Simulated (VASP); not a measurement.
VASP runs on PbSe (space group Fm-3m) share one base input (PBEsol GGA, plane waves, VASP's PBE PAW potentials (set 64)) and change the settings named in each case.

**POSCAR**
```
PbSe
1.0
  0.0000000000   3.0600000000   3.0600000000
  3.0600000000   0.0000000000   3.0600000000
  3.0600000000   3.0600000000   0.0000000000
Pb Se
1 1
Direct
  0.0000000000   0.0000000000   0.0000000000
  0.5000000000   0.5000000000   0.5000000000
```

KPOINTS:
```
Automatic mesh
0
Gamma
5 5 5
0 0 0
```

### INCAR
```
! general
SYSTEM  = PbSe
PREC    = Accurate
ENCUT   = 300
LREAL   = .False.
LASPH   = .True.

! electronic loop
EDIFF   = 1E-6
NELM    = 100
ALGO    = Normal
LMAXMIX = 4

! smearing
ISMEAR  = -1
SIGMA   = 0.01

! functional
GGA     = PS

! ions
ISIF    = 2

! output
LWAVE   = .False.
LCHARG  = .False.
```

POTCAR, in this order: Pb_d Se (PBE.64 set). Program: vasp_std.

```tsv
change	E(σ→0) (eV/atom)	pressure (GPa)	−TS (eV)
base run	-4.4650	-0.97	0.0000
GGA removed, POTCAR Pb_d Se (LDA.64 set)	-4.7286	-2.51	0.0000
GGA_COMPAT = .FALSE., LNONCOLLINEAR = .TRUE., LSORBIT = .TRUE., MAGMOM = 0.0 0.0 0.0 0.0 0.0 0.0, program vasp_ncl	-4.6761	…	0.0000
KPOINTS 2×2×2 Γ-centred mesh	-3.6596	5.53	-0.0110
```

Problem. Fill in the missing entries.

Solution. 
- GGA_COMPAT = .FALSE., LNONCOLLINEAR = .TRUE., LSORBIT = .TRUE., MAGMOM = 0.0 0.0 0.0 0.0 0.0 0.0, program vasp_ncl, pressure (GPa): -1.24

Energies of different potentials or functionals have different zeros.  Unless said otherwise, spin-orbit coupling is left out, though it shifts the bands of the heavy elements here. At 300 eV the pressure can carry a Pulay error.

Left out are runs that ran out of time, are held back, or changed the cell or the kind of run, fixed moments of cells without a moment, rows past the twelfth, gaps on odd meshes, pressures of charged cells and columns that move by less than the noise.

The structure is a typed PbSe crystal. The cell was not relaxed at this level.
